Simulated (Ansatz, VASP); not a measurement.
## Cross-check of HfPb between VASP and Ansatz

Aim: how closely do two programs agree when they are given the same cell, functional and k mesh? The cell is invented: As first built, before any earlier steps moved the atoms: it takes the Pb structure with some of its atoms replaced by other elements, volume scaled by an estimate. It may not be a known or stable phase. The cell is taken from a series of runs on this material, whose earlier steps may have relaxed or scaled it; both programs get it as it stands.

Main program and level: Ansatz 0.2.0; plane waves, with VASP 6.6.1 beside it; electric field gradients at r2SCAN.

### 1. Set-up

The structure is tetragonal, space group P4/mmm (No. 123). Conventional cell: a = 3.289 Å, b = 3.289 Å, c = 4.288 Å, α = 90.00°, β = 90.00°, γ = 90.00°. Nearest to Pb lie 8 Hf at 3.16 Å and 4 Pb at 3.29 Å. Nearest to Hf lie 8 Pb at 3.16 Å and 4 Hf at 3.29 Å. As first built, before any earlier steps moved the atoms: sites of the Pb structure (space group 225) filled with other elements, volume scaled by an estimate. Farther neighbours are not listed.

### 2. VASP: electric field gradients, r2SCAN

Field gradients test the density near the nuclei, where the PAW reconstruction matters most.

Lines of VASP's logs that name or quote its potential files are left out, and so is its time.

Contents of INCAR:

```
SYSTEM = HfPb
PREC = Accurate
ENCUT = 520
EDIFF = 1E-06
NELM = 100
ISMEAR = 0
SIGMA = 0.05
LREAL = .FALSE.
ALGO = Normal
METAGGA = R2SCAN
LASPH = .TRUE.
NBANDS = 20
LORBIT = 11
LWAVE = .FALSE.
LCHARG = .FALSE.
KPAR = 2
ISIF = 2
LEFG = .TRUE.
```

Contents of POSCAR:

```
HfPb
1.0
    3.2891436265      0.0000000000      0.0000000000
    0.0000000000      3.2891436265      0.0000000000
    0.0000000000      0.0000000000      4.2878538950
Pb Hf
1 1
Direct
    0.0000000000      0.0000000000      0.0000000000
    0.5000000000      0.5000000000      0.5000000000
```

Contents of KPOINTS:

```
Automatic mesh
0
Gamma
8 8 6
0 0 0
```

Potentials, in the order of the species: Pb_d_GW and Hf_sv_GW (PBE family, release 64).

Command:

```sh
$ mpirun -np 2 vasp_std
```

Numbers of over 12 decimals in the logs are rounded to 6 here.

Log:

```text
[banner, memory and clock lines left out]
running    2 mpi-ranks, on    1 nodes
 distrk:  each k-point on    1 cores,    2 groups
 distr:  one band on    1 cores,    1 groups

 POSCAR found type information on POSCAR PbHf
 POSCAR found :  2 types and       2 ions
|                                                                             |
|               ----> ADVICE to this user running VASP <----                  |
|                                                                             |
|     You enforced a specific xc type in the INCAR file but a different       |
|     [... a line on the potential file left out ...]
|     I HOPE YOU KNOW WHAT YOU ARE DOING!                                     |
|                                                                             |

 LDA part: xc-table for (None), standard interpolation
 POSCAR, INCAR and KPOINTS ok, starting setup
 FFT: planning ... GRIDC
 FFT: planning ... GRID_SOFT
 FFT: planning ... GRID
 WAVECAR not read
 entering main loop
       N       E                     dE             d eps       ncg     rms          rms(c)
DAV:   1     0.200734005765E+03    0.20073E+03   -0.15250E+04  3308   0.235E+03
DAV:   2    -0.956201047301E+02   -0.29635E+03   -0.28916E+03  3708   0.630E+02
DAV:   3    -0.111732049734E+03   -0.16112E+02   -0.15974E+02  3760   0.124E+02
DAV:   4    -0.111874210984E+03   -0.14216E+00   -0.14156E+00  3340   0.989E+00
DAV:   5    -0.111879145238E+03   -0.49343E-02   -0.49309E-02  3700   0.181E+00    0.730E+01
DAV:   6    -0.103739604881E+03    0.81395E+01   -0.28989E+00  3276   0.318E+01    0.491E+01
DAV:   7    -0.103941480189E+03   -0.20188E+00   -0.16169E+00  3444   0.107E+01    0.920E+00
DAV:   8    -0.103827875959E+03    0.11360E+00   -0.44081E-01  3424   0.752E+00    0.899E+00
DAV:   9    -0.103832430874E+03   -0.45549E-02   -0.18072E-02  3012   0.106E+00    0.358E-01
DAV:  10    -0.103831348782E+03    0.10821E-02   -0.33544E-03  3744   0.900E-01    0.200E+00
DAV:  11    -0.103831523473E+03   -0.17469E-03   -0.18497E-04  2800   0.114E-01    0.317E-01
DAV:  12    -0.103831521062E+03    0.24117E-05   -0.36345E-05  3656   0.571E-02    0.244E-01
DAV:  13    -0.103831519633E+03    0.14288E-05   -0.63845E-06  3040   0.325E-02    0.198E-02
DAV:  14    -0.103831520014E+03   -0.38112E-06   -0.66527E-07  1692   0.177E-02
ion   1
     0.0000000     0.0000000     0.0000000    -1.4264461     0.0000000     0.0000000
     0.0000688     0.0000000     0.0000000    -1.4264460     0.0000000     0.0000000
     0.0000947     0.0000000     0.0000000    -1.4264460     0.0000000     0.0000000
     0.0001304     0.0000000     0.0000000    -1.4264459     0.0000000     0.0000000
     0.0001796     0.0000000     0.0000000    -1.4264458     0.0000000     0.0000000

     0.0000000     0.0000000     0.0000000   306.5037608     0.0000000    -0.0000000
     0.0000688     0.0000000     0.0000000   305.8915226     0.0000000    -0.0000000
     0.0000947     0.0000000     0.0000000   305.6030713     0.0000000    -0.0000000
     0.0001304     0.0000000     0.0000000   305.1655295     0.0000000    -0.0000000
     0.0001796     0.0000000     0.0000000   304.5047377     0.0000000    -0.0000000

ion   2
     0.0000000    -0.0000000    -0.0000000    -1.1300905     0.0000000    -0.0000000
     0.0000654    -0.0000000    -0.0000000    -1.1300905     0.0000000    -0.0000000
     0.0000901    -0.0000000    -0.0000000    -1.1300906     0.0000000    -0.0000000
     0.0001241    -0.0000000    -0.0000000    -1.1300906     0.0000000    -0.0000000
     0.0001709    -0.0000000    -0.0000000    -1.1300908     0.0000000    -0.0000000

     0.0000000     0.0000000     0.0000000   -85.3800324     0.0000000    -0.0000000
     0.0000654     0.0000000     0.0000000   -85.3657826     0.0000000    -0.0000000
     0.0000901     0.0000000     0.0000000   -85.3608194     0.0000000    -0.0000000
     0.0001241     0.0000000     0.0000000   -85.3544189     0.0000000    -0.0000000
     0.0001709     0.0000000     0.0000000   -85.3465354     0.0000000    -0.0000000

   1 F= -.10383152E+03 E0= -.10383079E+03  d E =-.146130E-02
```

From OUTCAR (step 2):

```text
ion  position               nearest neighbor table
   1  0.000  0.000  0.000-   2 3.16   2 3.16   2 3.16   2 3.16   2 3.16   2 3.16   2 3.16   2 3.16

  LATTYP: Found a simple tetragonal cell.
 ALAT       =     3.2891436265
 C/A-ratio  =     1.3036383880

 Subroutine GETGRP returns: Found 16 space group operations
 (whereof 16 operations were pure point group operations)

The static configuration has the point symmetry D_4h.

 Found     60 irreducible k-points:

   k-points           NKPTS =     60   k-points in BZ     NKDIM =     60   number of bands    NBANDS=     20

   dimension x,y,z NGX =    24 NGY =   24 NGZ =   32
   dimension x,y,z NGXF=    48 NGYF=   48 NGZF=   64

   ENCUT  =  520.0 eV  38.22 Ry    6.18 a.u.   6.12  6.12  7.97*2*pi/ulx,y,z

   NELECT =      28.0000    total number of electrons

 k-points in reciprocal lattice and weights: Automatic mesh
   0.00000000  0.00000000  0.00000000       0.003
   0.12500000  0.00000000  0.00000000       0.010
   0.25000000  0.00000000  0.00000000       0.010
   0.37500000  0.00000000  0.00000000       0.010
   0.50000000  0.00000000  0.00000000       0.005
   0.12500000  0.12500000  0.00000000       0.010
   0.25000000  0.12500000  0.00000000       0.021
   0.37500000  0.12500000  0.00000000       0.021
   0.50000000  0.12500000  0.00000000       0.010
[...]
0.50000000  0.37500000  0.50000000       0.010
   0.50000000  0.50000000  0.50000000       0.003

 average (electrostatic) potential at core
       1 -54.1880       2 -92.0951

 E-fermi :   7.4579

 k-point     1 :       0.0000    0.0000    0.0000
  band No.  band energies     occupation
    ...
     10     -10.0557      2.00000
     11      -5.1020      2.00000
     12       5.1393      2.00000
     13       5.8768      2.00000
     14       5.9669      2.00000
     15      10.1753      0.00000
     16      10.1753      0.00000
     17      11.2824      0.00000
     18      11.2824      0.00000
     19      11.4321      0.00000
    ...

 k-point     2 :       0.1250    0.0000    0.0000
  band No.  band energies     occupation
    ...
     10     -10.0787      2.00000
     11      -4.8410      2.00000
     12       5.3669      2.00000
     13       5.6963      2.00000
     14       5.9287      2.00000
     15       9.0331      0.00000
     16      10.1874      0.00000
     17      10.3897      0.00000
     18      10.4173      0.00000
     19      12.5874      0.00000
    ...

 k-point     3 :       0.2500    0.0000    0.0000
  band No.  band energies     occupation
    ...
     10     -10.0935      2.00000
     11      -4.0714      2.00000
     12       4.6150      2.00000
     13       5.2724      2.00000
     14       5.8175      2.00000
     15       8.5292      0.00000
     16       9.4604      0.00000
     17      10.2167      0.00000
     18      11.1967      0.00000
     19      13.6487      0.00000
    ...

  Total       -0.0984725     -0.0984725     -0.1151166      0.0000000     -0.0000000      0.0000000
  in kB       -3.4011031     -3.4011031     -3.9759673      0.0000000     -0.0000000      0.0000000
  external PRESSURE =      -3.5927245 kB  Pullay stress =       0.0000000 kB

  energy-cutoff  :      520.00
  volume of cell :       46.39
      direct lattice vectors                 reciprocal lattice vectors
     3.289143627  0.000000000  0.000000000     0.304030506  0.000000000  0.000000000
     0.000000000  3.289143627  0.000000000     0.000000000  0.304030506  0.000000000
     0.000000000  0.000000000  4.287853895     0.000000000  0.000000000  0.233216902

 POSITION                                       TOTAL-FORCE (eV/Angst)
 -----------------------------------------------------------------------------------
      0.00000      0.00000      0.00000         0.000000      0.000000      0.000000
      1.64457      1.64457      2.14393         0.000000      0.000000      0.000000
 -----------------------------------------------------------------------------------
    total drift:                                0.000000      0.000000     -0.000000

  FREE ENERGIE OF THE ION-ELECTRON SYSTEM (eV)
  ---------------------------------------------------
  free  energy   TOTEN  =      -103.8315200140 eV

  energy  without entropy=     -103.8300587146  energy(sigma->0) =     -103.83078936

 Electric field gradients after diagonalization (V/A^2)
 (convention: |V_zz| > |V_xx| > |V_yy|)
----------------------------------------------------------------------
 ion       V_xx      V_yy      V_zz     asymmetry (V_yy - V_xx)/ V_zz
----------------------------------------------------------------------
   1     193.156   193.156  -386.312       0.000
   2     -53.138   -53.138   106.276       0.000
----------------------------------------------------------------------

 total charge
# of ion       s       p       d       f       tot
--------------------------------------------------
    1        3.217   1.103   9.831   0.023  14.173
    2        3.636   5.958   1.349   0.012  10.955
--------------------------------------------------
tot          6.853   7.061  11.180   0.035  25.128

[... 3 further parts left out ...]
```

The k-mesh is coarse for a metal. The PAW data sets were made with PBE, which is usual practice but a small mismatch for other functionals.

### 3. Ansatz: electric field gradients, r2SCAN

Ansatz runs on its default PAW (the set named soft_2) files.

The same cell, functional, mesh and smearing now go to Ansatz, which takes its cutoff from its data sets.

Contents of input.yaml:

```yaml
crystal:
  lattice:
    - [3.2891436265, 0.0, 0.0]
    - [0.0, 3.2891436265, 0.0]
    - [0.0, 0.0, 4.287853895]
  atoms:
    - { symbol: Pb, position: [0.0, 0.0, 0.0] }
    - { symbol: Hf, position: [0.5, 0.5, 0.5] }
hamiltonian:
  xc: r2scan
  pseudopotentials: { kind: paw }
kpoints:
  mp_grid: { grid: [8, 8, 6] }
scf:
  occupations: { method: gaussian, width: 0.05 }
  n_extra_bands: 4
output:
  forces: true
  stress: true
  eigenvalues: true
  efg: {}
```

Command:

```sh
$ ansatz run input.yaml --threads 2 --pin off --max-ram 4608MiB --backend cpu --events-out ev --progress --plain --runs-dir out
```

Log:

```text
scf.n_extra_bands = 4 over 20 filled bands (N_el = 40.0): the run solves 24 bands
Hf, Pb: output.efg is read without spin–orbit coupling, which moves field gradients at and beside such atoms by some per cent and up to a factor of two; PAW files take it under magnetization.noncollinear and magnetization.spin_orbit
Engine: ansatz 0.2.0, x86_64-unknown-linux-gnu
Pseudopotentials: kind: paw
Pseudopotential: Pb, paw, valence charge 14, recommended cutoff 500 eV (meta_gga), Pb.paw.azcp
Pseudopotential: Hf, paw, valence charge 26, recommended cutoff 500 eV (meta_gga), Hf.paw.azcp
Functional definition: r2SCAN
  parameter k0 = 0.174
  parameter k1 = 0.065
  parameter a1 = 4.9479
  exchange = r2scan_x(k0 = k0, k1 = k1, a1 = a1)
  correlation = r2scan_c
Crystal: 2 atoms, lattice volume = 46.388 Å³
Basis set: ecut = 500 eV, 1171 PW (Γ), exchange–correlation on 96×96×128 points (64 copies of the dense FFT grid, shifted against one another)
Bands: 24, of which v1, the nominal top of the filled ones, is band 20 counted from 1 (19 counted from 0)
Symmetry: 16 space group operations
Space group: P4/mmm (ITA 123), of the structure as read, at distance tolerance 3.6e-5 Å
k-points: 60 of 384
Non-local potential: Pb, projectors of the file, l = 0: 2, l = 1: 2, l = 2: 2, l = 3: 2
Non-local potential: Hf, projectors of the file, l = 0: 3, l = 1: 2, l = 2: 2, l = 3: 3
PAW form: soft (Blöchl's): semilocal exchange-correlation on the pseudo side does not see the compensation charge
PAW frozen core: Pb, regenerated for the run's functional (the file was generated under x = pbe(κ = 0.804, μ = 0.219515), c = pbe(β = 0.066725))
PAW frozen core: Hf, regenerated for the run's functional (the file was generated under x = pbe(κ = 0.804, μ = 0.219515), c = pbe(β = 0.066725))
PAW one-centre angular grid: Pb, 590 points (default); XC on 160 Gauss nodes
PAW one-centre angular grid: Hf, 974 points (default); XC on 160 Gauss nodes
Initial density: superposition of atomic densities (neutral atoms: chi_scale 0, normalization atom), corrected by the library's trained network
Initial wavefunctions: pseudopotential atomic-orbital guess
Functional: x = r2scan, c = r2scan; τ floored in thin density (d = 2e-4 eV/Å³)
SCF iter   1: F=—  HF=-27653.780774 eV  |F-HF|=—  |Δ(HF+E_count)|=         —  Δρ=7.94e-3  dr2=2.02e-2  dr2_τ=3.30e-2  ethr=1.77e-3  ⟨swp⟩=5.7  Hψ=5521  notcnv=0
preconditioner: auto → Kerker (q_TF=auto, 2.662 Å⁻¹)  [metal: Δε(μ)=0.022 eV  Ē_g=17.920 eV  σ=0.050 eV  W_gap=0.24  n_scr=14 (ndim 8)  ℏωp=33.6 eV  f_vac=0.000  D(μ)=1.06/eV (n_scr^D=6)]
SCF iter   2: F=—  HF=-27653.795005 eV  |F-HF|=—  |Δ(HF+E_count)|=   1.42e-2  Δρ=4.07e-3  dr2=8.62e-3  dr2_τ=8.17e-4  ethr=5.06e-5  ⟨swp⟩=2.1  Hψ=3371  notcnv=0  defer=2
SCF iter   3: F=—  HF=-27653.794258 eV  |F-HF|=—  |Δ(HF+E_count)|=   7.47e-4  Δρ=2.69e-3  dr2=3.50e-3  dr2_τ=1.35e-4  ethr=2.15e-5  ⟨swp⟩=2.0  Hψ=2042  notcnv=0  defer=2
SCF iter   4: F=—  HF=-27653.794567 eV  |F-HF|=—  |Δ(HF+E_count)|=   3.09e-4  Δρ=9.75e-4  dr2=5.61e-4  dr2_τ=2.65e-5  ethr=8.76e-6  ⟨swp⟩=2.3  Hψ=2439  notcnv=0  defer=2
SCF iter   5: F=—  HF=-27653.794682 eV  |F-HF|=—  |Δ(HF+E_count)|=   1.15e-4  Δρ=2.08e-4  dr2=2.76e-5  dr2_τ=7.94e-7  ethr=1.40e-6  ⟨swp⟩=2.6  Hψ=2403  notcnv=0  defer=2
SCF iter   6: F=—  HF=-27653.794697 eV  |F-HF|=—  |Δ(HF+E_count)|=   1.50e-5  Δρ=5.04e-5  dr2=1.39e-6  dr2_τ=1.92e-8  ethr=6.90e-8  ⟨swp⟩=2.0  Hψ=2458  notcnv=0  defer=2
SCF iter   7: F=—  HF=-27653.794698 eV  |F-HF|=—  |Δ(HF+E_count)|=   7.31e-7  Δρ=1.58e-5  dr2=1.47e-7  dr2_τ=2.35e-9  ethr=3.47e-9  ⟨swp⟩=2.0  Hψ=2404  notcnv=0  defer=2
SCF iter   8: F=-27653.794698 eV  HF=-27653.794698 eV  |F-HF|=5.82e-10  |Δ(HF+E_count)|=   7.69e-8  Δρ=2.71e-6  dr2=3.49e-9  dr2_τ=1.29e-10  ethr=2.50e-10  ⟨swp⟩=6.0  Hψ=6250  notcnv=0
SCF 1 converged in 8 iterations: F = -27653.794698 eV  dr2 = 3.49e-9
  greatest PAW one-centre occupation: 0.998 electrons in one spin orbital (limit 2), on the Hf atom at site 1 (counted from 0), in its partial waves of l = 3
SCF converged after 8 iterations
Free energy (F): -27653.794698 eV
Harris-Foulkes:  -27653.794698 eV  (|F-HF|=5.82e-10)
Internal energy: -27653.793315 eV  (E = F + TS)
E sigma→0 (E₀):  -27653.794006 eV
Entropy (-TS):   -0.001383 eV (-0.692 meV/atom)
Fermi energy:    17.503509 eV
--- Per-component energies (eV) ---
  E_band       = -18.520072
  E_kinetic    = 716.034889
  E_local      = -6475.998886  (includes V_loc(G=0)·N_el)
  E_nonlocal   = -898.874774
  E_hartree    = 2989.684781
  E_xc         = -490.340065
  E_vxc        = -437.495718  (∫ρ·V_xc dr)
  E_paw        = -17389.067349  (= ΣΔE_a)
  E_vpaw       = 1073.167923  (= ΣTr[D̂ρ^β])
  E_aug_tail   = 0.000019  (compensation charges beyond the density's cutoff)
  E_vtau       = 25.274129  (kinetic-family band-sum trace: ∫τ·v_τ [+ j·A + Jᵃ·Aᵃ] dr)
  E_ewald      = -6106.518953
  E_core_change = 1.287024  (= ΣΔE_core)
  E_smearing   = -0.001383  (= −TS)
  E_closure    = 0.000000  (closes the sum)
  Σ components = -27653.794698   (vs F -27653.794698, Δ=0.00e0)
--- Forces (eV/Å), atoms counted from 1 ---
  atom   1  Pb    -0.00000000     0.00000000     0.00000000
  atom   2  Hf     0.00000000    -0.00000000     0.00000000
  max |Σ_I F_I| component: 1.26e-29 eV/Å
--- Stress (GPa, compression-positive) ---
        0.331316       0.000000       0.000000
        0.000000       0.331316       0.000000
        0.000000       0.000000       0.418733
  P = ⅓ Tr σ = 0.3605 GPa (3.605 kbar)
--- PAW observables at the nuclei: V_zz in 10²¹ V/m², potentials from the cell's mean, atoms counted from 1 ---
  atom   1  Pb V_zz =   -38.951562   η = 0.0000   by run symmetry: allowed
            electrostatic potential = -17487.848659 V   contact ρ = none
  atom   2  Hf V_zz =   +12.703843   η = 0.0000   by run symmetry: allowed
            electrostatic potential = -14184.118816 V   contact ρ = none
--- Band table (eV; the first three rows and the last of 60) ---
  k-point 0: bands = [... 16 lower, 4.9442, 15.1706, 15.9346, 16.0140, 20.2438, 20.2438, 21.3367, 21.3367]
  k-point 1: bands = [... 16 lower, 5.1902, 13.3145, 16.0048, 17.1716, 19.3233, 19.3233, 21.6866, 22.6856]
  k-point 2: bands = [... 16 lower, 5.8062, 11.3295, 15.9864, 18.0421, 18.5035, 18.5035, 21.6514, 24.7306]
  k-point 59: bands = [... 16 lower, 11.0688, 13.3192, 13.3192, 13.6478, 19.5870, 20.5257, 20.8947, 20.8947]
```

Reading the cycles: dr2 is the Hartree energy of the density residual (eV), the measure of convergence; HF is the Harris–Foulkes estimate of the energy, which meets the free energy F at convergence.

The run ends at a pressure of 0.36 GPa.

### 4. Differences

Known differences besides the PAW data sets themselves: VASP keeps PBE cores, Ansatz makes them for the functional; the data sets hold 40 valence electrons in Ansatz (default PAW (the set named soft_2) files) and 28 in VASP; the cutoff is 500 eV in Ansatz and 520 eV in VASP; Ansatz adds the response of the frozen cores to the gradients, VASP leaves it out. Total energies have different zeros and are not compared.

Both answers:

```tsv
quantity	Ansatz	VASP	difference
pressure (GPa)	0.36	-0.36	+0.72
Vzz at Pb1 (V/Å²)	-389.5	-386.3	-3.2
Vzz at Hf2 (V/Å²)	127.0	106.3	+20.8
```

### 5. Results

```yaml
difference_in_vzz_at_hf2_electric_field_gradients_r2scan: 21 V/Å²
difference_in_pressure_electric_field_gradients_r2scan: 0.72 GPa
```

The difference in pressure is 0.72 GPa (electric field gradients, r2SCAN), within the 1 GPa picked in this series as the mark of a large difference. No further run was made for the electric field gradients, r2SCAN pair; the unlike valence counts (40 against 28 electrons) are a candidate cause, untested here. Differences of this kind measure data sets and numerical settings, not the functional's error against experiment.

[Lines on the potential files, build, host, timing and source positions are cut from VASP's logs without a mark.]

[Logs are printed without paths, hosts, clocks, repeated set-up lines and the standing remarks that a program may print on its own settings, such as how far it seeks lower states.]

[Hosts, paths, dates, database ids (printed as entryN), source tags and the programs' standing remarks are cut or masked in the printed files.]
